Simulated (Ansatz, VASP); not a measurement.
# H11RhC6NClO2 (H11RhC6NClO2 (P-1)) in two plane-wave programs

Wanted: the spread between two codes on one cell, functional and k mesh. The structure shown is the start of the Ansatz relaxation below; VASP solves that cell, so the two are compared at the walk's first step.

Calculated with Ansatz 0.2.0; plane waves, with VASP 6.6.1 beside it; single point at PBE with D3(BJ).

## (1) The starting structure

The cell holds 88 atoms: 44 H, 4 Rh, 24 C, 4 N, 4 Cl and 8 O. Its edges and angles: a = 14.410 Å, b = 7.475 Å, c = 10.770 Å, α = 79.2°, β = 76.4°, γ = 61.2°. It derives from H11RhC6NClO2 (P-1), repeated 2×1×1. As first built, before any earlier steps moved the atoms (in the runner's words): H11RhC6NClO2, space group P-1, measured structure (Crystallography Open Database), 2 x 1 x 1 conventional cells; every coordinate displaced by a Gaussian of 0.02 A; bonds to H set to neutron lengths (C-H 1.089, N-H 1.015, O-H 0.983, B-H 1.19 A) where the measured ones are shorter.

Structure file:

```
H Rh C N Cl O
1.0
    14.40980    0.00000    0.00000
     3.60106    6.55030    0.00000
     2.52639    0.91565   10.42989
H Rh C N Cl O
44 4 24 4 4 8
Direct
  0.47991 0.17001 0.12033
  0.01585 0.83058 0.88205
  0.44523 0.18174 0.28573
  0.05604 0.81774 0.71136
  0.39032 0.55041 0.09003
  0.10882 0.45013 0.91076
  0.49678 0.45163 0.17928
  0.00059 0.54754 0.81802
  0.35901 0.55820 0.26101
  0.14372 0.43682 0.73660
  0.34743 0.97824 0.27424
  0.15008 0.01935 0.72864
  0.38411 0.99402 0.11025
  0.11026 0.01230 0.89395
  0.15780 0.16103 0.24911
  0.34568 0.83910 0.74938
  0.22808 0.93533 0.16841
  0.27130 0.06644 0.83435
  0.19730 0.17463 0.07694
  0.30191 0.82590 0.92274
  0.30507 0.34075 0.09533
  0.19663 0.65820 0.90397
  0.98414 0.17170 0.11994
  0.51611 0.82739 0.87909
  0.94520 0.18344 0.28677
  0.55881 0.82041 0.71178
  0.88957 0.55275 0.08992
  0.61128 0.44578 0.91076
  0.99736 0.45015 0.18027
  0.50360 0.54673 0.82169
  0.85855 0.56180 0.26010
  0.63888 0.44067 0.74096
  0.84471 0.98264 0.27367
  0.65219 0.02720 0.72760
  0.88685 0.99399 0.10679
  0.61092 0.01024 0.89340
  0.65788 0.15847 0.24680
  0.83975 0.84122 0.75540
  0.72887 0.93081 0.17019
  0.77060 0.06483 0.83574
  0.69642 0.17303 0.07831
  0.80226 0.82523 0.92348
  0.80618 0.33420 0.09269
  0.69653 0.66138 0.90285
  0.18930 0.46417 0.31417
  0.31566 0.53292 0.68556
  0.68410 0.47184 0.31245
  0.81459 0.53170 0.68213
  0.06875 0.65101 0.41889
  0.43280 0.34097 0.58268
  0.23148 0.29223 0.45433
  0.26813 0.70450 0.54424
  0.42175 0.26431 0.19426
  0.07849 0.74117 0.80718
  0.41695 0.46541 0.18023
  0.08147 0.53039 0.81899
  0.32595 0.07275 0.18358
  0.17579 0.92633 0.81719
  0.21891 0.08451 0.16622
  0.28053 0.91746 0.83207
  0.56887 0.65458 0.41600
  0.93197 0.34223 0.58285
  0.73363 0.28783 0.45411
  0.76790 0.70882 0.54354
  0.92455 0.25934 0.19074
  0.57845 0.73641 0.80511
  0.91566 0.47084 0.17959
  0.58348 0.53105 0.81852
  0.82525 0.06792 0.18471
  0.67451 0.93331 0.81489
  0.71646 0.09052 0.17009
  0.78045 0.91252 0.83525
  0.31950 0.27550 0.18917
  0.18185 0.72520 0.81040
  0.81939 0.27267 0.18625
  0.68091 0.73149 0.81475
  0.12395 0.69479 0.13154
  0.37584 0.31066 0.86822
  0.62490 0.68732 0.13341
  0.87699 0.30355 0.86806
  0.50033 0.77026 0.48221
  0.00156 0.22590 0.52216
  0.26235 0.17859 0.53777
  0.23735 0.82258 0.46343
  0.00131 0.77065 0.48232
  0.50164 0.22857 0.52346
  0.76120 0.17637 0.53753
  0.74032 0.81629 0.46030
```

## (2) Ansatz: relaxation, PBE with D3(BJ)

Ansatz runs on its default PAW (the set named soft_2) files.

The two programs are compared at the cell with which this relaxation starts, whose forces are those of its first step.

Input file input.yaml:

```yaml
crystal:
  lattice:
    - [14.4098, 0.0, 0.0]
    - [3.60106, 6.5503, 0.0]
    - [2.52639, 0.91565, 10.42989]
  atoms:
    - { symbol: H, position: [0.47991, 0.17001, 0.12033] }
    - { symbol: H, position: [0.01585, 0.83058, 0.88205] }
    - { symbol: H, position: [0.44523, 0.18175, 0.28573] }
    - { symbol: H, position: [0.05604, 0.81774, 0.71136] }
    - { symbol: H, position: [0.39032, 0.55041, 0.09003] }
    - { symbol: H, position: [0.10882, 0.45012, 0.91076] }
    - { symbol: H, position: [0.49678, 0.45164, 0.17928] }
    - { symbol: H, position: [0.00059, 0.54754, 0.81802] }
    - { symbol: H, position: [0.35901, 0.5582, 0.26101] }
    - { symbol: H, position: [0.14372, 0.43683, 0.7366] }
    - { symbol: H, position: [0.34743, 0.97824, 0.27424] }
    - { symbol: H, position: [0.15008, 0.01934, 0.72864] }
    - { symbol: H, position: [0.38411, 0.99403, 0.11025] }
    - { symbol: H, position: [0.11026, 0.0123, 0.89395] }
    - { symbol: H, position: [0.1578, 0.16103, 0.24911] }
    - { symbol: H, position: [0.34568, 0.83909, 0.74938] }
    - { symbol: H, position: [0.22808, 0.93533, 0.16841] }
    - { symbol: H, position: [0.2713, 0.06645, 0.83435] }
    - { symbol: H, position: [0.1973, 0.17463, 0.07694] }
    - { symbol: H, position: [0.30191, 0.8259, 0.92274] }
    - { symbol: H, position: [0.30507, 0.34075, 0.09533] }
    - { symbol: H, position: [0.19663, 0.65819, 0.90397] }
    - { symbol: Rh, position: [0.1893, 0.46417, 0.31417] }
    - { symbol: Rh, position: [0.31566, 0.53292, 0.68556] }
    - { symbol: C, position: [0.06875, 0.65101, 0.41889] }
    - { symbol: C, position: [0.4328, 0.34097, 0.58268] }
    - { symbol: C, position: [0.23148, 0.29223, 0.45433] }
    - { symbol: C, position: [0.26813, 0.7045, 0.54424] }
    - { symbol: C, position: [0.42175, 0.26431, 0.19426] }
    - { symbol: C, position: [0.07849, 0.74118, 0.80718] }
    - { symbol: C, position: [0.41695, 0.46541, 0.18023] }
    - { symbol: C, position: [0.08147, 0.53038, 0.81899] }
    - { symbol: C, position: [0.32595, 0.07274, 0.18358] }
    - { symbol: C, position: [0.17579, 0.92633, 0.81719] }
    - { symbol: C, position: [0.21891, 0.08452, 0.16622] }
    - { symbol: C, position: [0.28053, 0.91746, 0.83207] }
    - { symbol: "N", position: [0.3195, 0.2755, 0.18917] }
    - { symbol: "N", position: [0.18185, 0.72519, 0.8104] }
    - { symbol: Cl, position: [0.12395, 0.69479, 0.13154] }
    - { symbol: Cl, position: [0.37584, 0.31066, 0.86822] }
    - { symbol: O, position: [0.50033, 0.77027, 0.48221] }
    - { symbol: O, position: [0.00156, 0.22589, 0.52216] }
    - { symbol: O, position: [0.26235, 0.17858, 0.53777] }
    - { symbol: O, position: [0.23735, 0.82258, 0.46343] }
    - { symbol: H, position: [0.98414, 0.1717, 0.11994] }
    - { symbol: H, position: [0.51611, 0.82739, 0.87909] }
    - { symbol: H, position: [0.9452, 0.18345, 0.28677] }
    - { symbol: H, position: [0.55881, 0.82041, 0.71178] }
    - { symbol: H, position: [0.88957, 0.55275, 0.08992] }
    - { symbol: H, position: [0.61128, 0.44578, 0.91076] }
    - { symbol: H, position: [0.99736, 0.45015, 0.18027] }
    - { symbol: H, position: [0.5036, 0.54673, 0.82169] }
    - { symbol: H, position: [0.85855, 0.56179, 0.2601] }
    - { symbol: H, position: [0.63888, 0.44068, 0.74096] }
    - { symbol: H, position: [0.84471, 0.98264, 0.27367] }
    - { symbol: H, position: [0.65219, 0.0272, 0.7276] }
    - { symbol: H, position: [0.88685, 0.99399, 0.10679] }
    - { symbol: H, position: [0.61092, 0.01023, 0.8934] }
    - { symbol: H, position: [0.65788, 0.15847, 0.2468] }
    - { symbol: H, position: [0.83975, 0.84122, 0.7554] }
    - { symbol: H, position: [0.72888, 0.9308, 0.17019] }
    - { symbol: H, position: [0.7706, 0.06483, 0.83574] }
    - { symbol: H, position: [0.69642, 0.17303, 0.07831] }
    - { symbol: H, position: [0.80226, 0.82523, 0.92348] }
    - { symbol: H, position: [0.80618, 0.3342, 0.09269] }
    - { symbol: H, position: [0.69653, 0.66137, 0.90285] }
    - { symbol: Rh, position: [0.6841, 0.47184, 0.31245] }
    - { symbol: Rh, position: [0.81459, 0.5317, 0.68213] }
    - { symbol: C, position: [0.56887, 0.65458, 0.416] }
    - { symbol: C, position: [0.93197, 0.34223, 0.58285] }
    - { symbol: C, position: [0.73363, 0.28784, 0.45411] }
    - { symbol: C, position: [0.7679, 0.70883, 0.54354] }
    - { symbol: C, position: [0.92455, 0.25934, 0.19074] }
    - { symbol: C, position: [0.57845, 0.73641, 0.80511] }
    - { symbol: C, position: [0.91566, 0.47084, 0.17959] }
    - { symbol: C, position: [0.58348, 0.53105, 0.81852] }
    - { symbol: C, position: [0.82525, 0.06791, 0.18471] }
    - { symbol: C, position: [0.67451, 0.93331, 0.81489] }
    - { symbol: C, position: [0.71646, 0.09053, 0.17009] }
    - { symbol: C, position: [0.78045, 0.91253, 0.83525] }
    - { symbol: "N", position: [0.81939, 0.27267, 0.18625] }
    - { symbol: "N", position: [0.68091, 0.73149, 0.81475] }
    - { symbol: Cl, position: [0.6249, 0.68732, 0.13341] }
    - { symbol: Cl, position: [0.87699, 0.30355, 0.86806] }
    - { symbol: O, position: [0.00131, 0.77065, 0.48232] }
    - { symbol: O, position: [0.50164, 0.22857, 0.52346] }
    - { symbol: O, position: [0.7612, 0.17637, 0.53753] }
    - { symbol: O, position: [0.74032, 0.81629, 0.4603] }
kpoints:
  mp_grid: { grid: [1, 2, 1] }
hamiltonian:
  xc: pbe
  dispersion: d3bj
scf:
  occupations: { method: gaussian, width: 0.025 }
output:
  forces: true
relax:
  f_tol: 0.05
  max_steps: 150
  cell: {}
```

On the command line:

```console
$ ansatz run input.yaml --threads 4 --pin off --max-ram 8192MiB --backend cpu --events-out ev --progress --plain --runs-dir out
```

Numbers of over 12 decimals in the logs are rounded to 6 here.

Log:

```text
Engine: ansatz 0.2.0, x86_64-unknown-linux-gnu
Pseudopotentials: kind: paw
Pseudopotential: H, paw, valence charge 1, recommended cutoff 420 eV (normal), H.paw.azcp
Pseudopotential: Rh, paw, valence charge 17, recommended cutoff 420 eV (normal), Rh.paw.azcp
Pseudopotential: C, paw, valence charge 4, recommended cutoff 420 eV (normal), C.paw.azcp
Pseudopotential: N, paw, valence charge 5, recommended cutoff 420 eV (normal), N.paw.azcp
Pseudopotential: Cl, paw, valence charge 7, recommended cutoff 420 eV (normal), Cl.paw.azcp
Pseudopotential: O, paw, valence charge 6, recommended cutoff 420 eV (normal), O.paw.azcp
Functional definition: PBE
  parameter kappa = 0.804
  parameter beta = 0.066725
  exchange = pbe_x(kappa = kappa, mu = beta*pi^2/3)
  correlation = pbe_c(beta = beta)
Crystal: 88 atoms, lattice volume = 984.462 Å³
Basis set: ecut = 420 eV, 19237 PW (Γ), exchange–correlation on 200×100×144 points (8 copies of the dense FFT grid, shifted against one another)
Bands: 240, of which v1, the nominal top of the filled ones, is band 152 counted from 1 (151 counted from 0)
Symmetry: 1 space group operations
Space group: P1 (ITA 1), of the structure as read, at distance tolerance 9.9e-5 Å
k-points: 2
Non-local potential: H, projectors of the file, l = 0: 2, l = 1: 1
Non-local potential: Rh, projectors of the file, l = 0: 3, l = 1: 2, l = 2: 2, l = 3: 1
Non-local potential: C, projectors of the file, l = 0: 2, l = 1: 2, l = 2: 1
Non-local potential: N, projectors of the file, l = 0: 2, l = 1: 2, l = 2: 1
Non-local potential: Cl, projectors of the file, l = 0: 2, l = 1: 2, l = 2: 2
Non-local potential: O, projectors of the file, l = 0: 2, l = 1: 2, l = 2: 1
PAW form: soft (Blöchl's): semilocal exchange-correlation on the pseudo side does not see the compensation charge
PAW one-centre angular grid: H, 110 points (default); XC on 64 Gauss nodes
PAW one-centre angular grid: Rh, 590 points (default); XC on 64 Gauss nodes
PAW one-centre angular grid: C, 110 points (default); XC on 64 Gauss nodes
PAW one-centre angular grid: N, 110 points (default); XC on 64 Gauss nodes
PAW one-centre angular grid: Cl, 110 points (default); XC on 64 Gauss nodes
PAW one-centre angular grid: O, 110 points (default); XC on 64 Gauss nodes
Initial density: superposition of atomic densities (neutral atoms: chi_scale 0, normalization atom), corrected by the library's trained network
Initial wavefunctions: pseudopotential atomic-orbital guess
Functional: x = pbe(κ = 0.804, μ = 0.219515), c = pbe(β = 0.066725)
SCF iter   1: F=—  HF=-42740.812209 eV  |F-HF|=—  |Δ(HF+E_count)|=         —  Δρ=1.14e-2  dr2=2.10e0  ethr=1.77e-3  ⟨swp⟩=6.0  Hψ=2130  notcnv=0  defer=26
preconditioner: auto → Resta (q_TF=auto, 2.243 Å⁻¹)  ε∞=3.0  [insulator: Δε(μ)=3.177 eV  Ē_g=13.514 eV  σ=0.025 eV  W_gap=1.00  n_scr=188 (ndim 8)  ℏωp=18.9 eV  f_vac=0.173  D(μ)=0.00/eV (n_scr^D=0)  ε∞_Penn≈3.0]
SCF iter   2: F=—  HF=-42740.603247 eV  |F-HF|=—  |Δ(HF+E_count)|=   2.09e-1  Δρ=1.07e-2  dr2=1.48e0  ethr=6.92e-4  ⟨swp⟩=3.0  Hψ=742  notcnv=0  defer=160
SCF iter   3: F=—  HF=-42740.414898 eV  |F-HF|=—  |Δ(HF+E_count)|=   1.88e-1  Δρ=3.17e-3  dr2=1.63e-1  ethr=4.86e-4  ⟨swp⟩=2.5  Hψ=506  notcnv=0  defer=160
SCF iter   4: F=—  HF=-42740.373188 eV  |F-HF|=—  |Δ(HF+E_count)|=   4.17e-2  Δρ=1.22e-3  dr2=2.47e-2  ethr=5.37e-5  ⟨swp⟩=2.0  Hψ=749  notcnv=0  defer=160
SCF iter   5: F=—  HF=-42740.367856 eV  |F-HF|=—  |Δ(HF+E_count)|=   5.33e-3  Δρ=6.66e-4  dr2=5.79e-3  ethr=8.12e-6  ⟨swp⟩=2.0  Hψ=598  notcnv=0  defer=160
SCF iter   6: F=—  HF=-42740.367355 eV  |F-HF|=—  |Δ(HF+E_count)|=   5.02e-4  Δρ=4.14e-4  dr2=2.41e-3  ethr=1.90e-6  ⟨swp⟩=2.0  Hψ=600  notcnv=0  defer=160
SCF iter   7: F=—  HF=-42740.367197 eV  |F-HF|=—  |Δ(HF+E_count)|=   1.57e-4  Δρ=1.85e-4  dr2=3.28e-4  ethr=7.92e-7  ⟨swp⟩=2.0  Hψ=494  notcnv=0  defer=160
SCF iter   8: F=—  HF=-42740.367252 eV  |F-HF|=—  |Δ(HF+E_count)|=   5.46e-5  Δρ=5.43e-5  dr2=2.76e-5  ethr=1.08e-7  ⟨swp⟩=2.0  Hψ=582  notcnv=0  defer=160
SCF iter   9: F=—  HF=-42740.366927 eV  |F-HF|=—  |Δ(HF+E_count)|=   3.25e-4  Δρ=2.37e-5  dr2=5.20e-6  ethr=9.08e-9  ⟨swp⟩=2.0  Hψ=750  notcnv=0  defer=160
SCF iter  10: F=—  HF=-42740.366929 eV  |F-HF|=—  |Δ(HF+E_count)|=   1.97e-6  Δρ=1.26e-5  dr2=1.80e-6  ethr=1.71e-9  ⟨swp⟩=2.0  Hψ=592  notcnv=0  defer=160
SCF iter  11: F=—  HF=-42740.366930 eV  |F-HF|=—  |Δ(HF+E_count)|=   4.08e-7  Δρ=6.86e-6  dr2=5.61e-7  ethr=5.93e-10  ⟨swp⟩=2.0  Hψ=520  notcnv=0  defer=160
SCF iter  12: F=-42740.366930 eV  HF=-42740.366930 eV  |F-HF|=2.60e-8  |Δ(HF+E_count)|=   6.81e-8  Δρ=2.54e-6  dr2=6.93e-8  ethr=3.29e-11  ⟨swp⟩=3.0  Hψ=1420  notcnv=0
SCF 1 converged in 12 iterations: F = -42740.366930 eV  dr2 = 6.93e-8
  greatest PAW one-centre occupation: 1.000 electrons in one spin orbital (limit 2), on the Rh atom at site 22 (counted from 0), in its partial waves of l = 0
[...]
atom  72  C      0.00504822    -0.01715456     0.03280708
  atom  73  C     -0.00016960    -0.01420238    -0.00360134
  atom  74  C     -0.00583616    -0.01266367    -0.00076829
  atom  75  C     -0.00389322     0.00868315    -0.00639651
  atom  76  C      0.00542593     0.00426941    -0.00609239
  atom  77  C      0.03294074    -0.02244908     0.00337202
  atom  78  C     -0.02201859    -0.00954596    -0.00106895
  atom  79  C     -0.03221557     0.02104784     0.00415446
  atom  80  C      0.02447753    -0.00644996     0.00591579
  atom  81  N      0.00432182     0.01031962     0.02428290
  atom  82  N      0.00142604     0.01279330     0.00145343
  atom  83  Cl     0.00368582    -0.00380022     0.00186883
  atom  84  Cl    -0.00055307     0.00163971    -0.00016241
  atom  85  O     -0.00608966    -0.01271309    -0.00665907
  atom  86  O     -0.00090323    -0.02233814    -0.01343844
  atom  87  O      0.00607193     0.00091974     0.00882250
  atom  88  O     -0.00427283     0.01536112    -0.02912893
  max |Σ_I F_I| component: 2.57e-6 eV/Å
--- Stress (GPa, compression-positive) ---
       -0.023542       0.007118      -0.012010
        0.007119      -0.014878      -0.003232
       -0.012010      -0.003232      -0.018334
  P = ⅓ Tr σ = -0.0189 GPa (-0.189 kbar)
--- Relaxed structure (7 steps of the walk, 7 accepted, 1 SCFs on fresh bases) ---
  F+E_penalty+E_count = -42742.43788667 eV   max|allowed force component| = 3.835e-2 eV/Å   (the final SCF, on the basis selected at the relaxed cell)
  cell:  # Å, volume = 975.1016 Å³
    - [14.330980, -0.00357266, -0.030008]
    - [3.579739, 6.533131, -0.000560541]
    - [2.490624, 0.923797, 10.409185]
  atoms:
    - { symbol: H, position: [0.484334, 0.163171, 0.126394] }
    - { symbol: H, position: [0.015719, 0.836481, 0.873852] }
    - { symbol: H, position: [0.440744, 0.182366, 0.293537] }
    - { symbol: H, position: [0.058838, 0.816954, 0.706725] }
    - { symbol: H, position: [0.397692, 0.549500, 0.086979] }
    - { symbol: H, position: [0.102198, 0.450039, 0.913524] }
    - { symbol: H, position: [0.494920, 0.459160, 0.189923] }
    - { symbol: H, position: [0.00468846, 0.540357, 0.811066] }
    - { symbol: H, position: [0.355145, 0.570191, 0.255049] }
    - { symbol: H, position: [0.144298, 0.429110, 0.745450] }
    - { symbol: H, position: [0.347720, 0.981745, 0.278758] }
    - { symbol: H, position: [0.152680, 0.016939, 0.720086] }
    - { symbol: H, position: [0.390877, 0.987683, 0.110779] }
    - { symbol: H, position: [0.109369, 0.012067, 0.888100] }
    - { symbol: H, position: [0.154618, 0.154910, 0.247294] }
    - { symbol: H, position: [0.345684, 0.843714, 0.751704] }
    - { symbol: H, position: [0.227669, 0.929792, 0.164395] }
    - { symbol: H, position: [0.272691, 0.069388, 0.834125] }
    - { symbol: H, position: [0.195295, 0.173843, 0.077565] }
    - { symbol: H, position: [0.304888, 0.825642, 0.921486] }
    - { symbol: H, position: [0.299970, 0.350081, 0.097510] }
    - { symbol: H, position: [0.200208, 0.649509, 0.902101] }
    - { symbol: Rh, position: [0.180769, 0.476375, 0.313838] }
    - { symbol: Rh, position: [0.318756, 0.521951, 0.685746] }
    - { symbol: C, position: [0.065302, 0.664052, 0.415787] }
    - { symbol: C, position: [0.434769, 0.334507, 0.584183] }
    - { symbol: C, position: [0.227054, 0.297320, 0.454719] }
    - { symbol: C, position: [0.272740, 0.700567, 0.544650] }
    - { symbol: C, position: [0.421393, 0.261379, 0.198921] }
    - { symbol: C, position: [0.078410, 0.737944, 0.801280] }
    - { symbol: C, position: [0.416947, 0.472159, 0.181974] }
    - { symbol: C, position: [0.082748, 0.527426, 0.818595] }
    - { symbol: C, position: [0.324565, 0.068174, 0.187037] }
    - { symbol: C, position: [0.175624, 0.931057, 0.811992] }
    - { symbol: C, position: [0.219565, 0.082829, 0.167977] }
    - { symbol: C, position: [0.280756, 0.916256, 0.830942] }
    - { symbol: N, position: [0.316588, 0.275077, 0.186756] }
    - { symbol: N, position: [0.183404, 0.724165, 0.812835] }
    - { symbol: Cl, position: [0.123455, 0.694931, 0.128604] }
    - { symbol: Cl, position: [0.376936, 0.305423, 0.871301] }
    - { symbol: O, position: [0.495555, 0.782335, 0.480976] }
    - { symbol: O, position: [0.00535056, 0.217257, 0.521073] }
    - { symbol: O, position: [0.255911, 0.183591, 0.543212] }
    - { symbol: O, position: [0.244752, 0.815070, 0.456151] }
    - { symbol: H, position: [0.984295, 0.162874, 0.124987] }
    - { symbol: H, position: [0.515657, 0.836935, 0.875302] }
[...]
- { symbol: H, position: [0.654561, 0.155238, 0.248712] }
    - { symbol: H, position: [0.845332, 0.845098, 0.752697] }
    - { symbol: H, position: [0.727024, 0.930326, 0.165507] }
    - { symbol: H, position: [0.772545, 0.070127, 0.835738] }
    - { symbol: H, position: [0.694194, 0.175014, 0.078972] }
    - { symbol: H, position: [0.805194, 0.825758, 0.922445] }
    - { symbol: H, position: [0.799593, 0.350293, 0.097556] }
    - { symbol: H, position: [0.700127, 0.649902, 0.903423] }
    - { symbol: Rh, position: [0.681825, 0.476008, 0.314583] }
    - { symbol: Rh, position: [0.818424, 0.524014, 0.686409] }
    - { symbol: C, position: [0.566431, 0.662967, 0.417337] }
    - { symbol: C, position: [0.934042, 0.336962, 0.584087] }
    - { symbol: C, position: [0.728175, 0.297191, 0.455409] }
    - { symbol: C, position: [0.772480, 0.702933, 0.545344] }
    - { symbol: C, position: [0.921739, 0.261207, 0.197766] }
    - { symbol: C, position: [0.578378, 0.738596, 0.802661] }
    - { symbol: C, position: [0.917441, 0.471739, 0.180420] }
    - { symbol: C, position: [0.582757, 0.527921, 0.819938] }
    - { symbol: C, position: [0.824412, 0.068390, 0.187056] }
    - { symbol: C, position: [0.675429, 0.931769, 0.813703] }
    - { symbol: C, position: [0.719094, 0.083237, 0.168968] }
    - { symbol: C, position: [0.780602, 0.917121, 0.832232] }
    - { symbol: N, position: [0.816710, 0.275031, 0.186626] }
    - { symbol: N, position: [0.683314, 0.724847, 0.814137] }
    - { symbol: Cl, position: [0.623054, 0.695044, 0.129864] }
    - { symbol: Cl, position: [0.876576, 0.304515, 0.871135] }
    - { symbol: O, position: [-0.00548895, 0.784949, 0.478641] }
    - { symbol: O, position: [0.506703, 0.214896, 0.521721] }
    - { symbol: O, position: [0.755838, 0.184327, 0.544636] }
    - { symbol: O, position: [0.744940, 0.815384, 0.455966] }
```

In the SCF lines HF is the Harris–Foulkes energy and dr2 the Hartree energy of the density residual, in eV; the loop may stop once dr2 is under the threshold and the program's other checks hold. Hψ counts applications of the Hamiltonian.

(Part 1 of 2 ends here.)

[Lines on the potential files, build, host, timing and source positions are cut from VASP's logs without a mark.]

[Logs are printed without paths, hosts, clocks, repeated set-up lines and the standing remarks that a program may print on its own settings, such as how far it seeks lower states.]

[Hosts, paths, dates, database ids (printed as entryN), source tags and the programs' standing remarks are cut or masked in the printed files.]
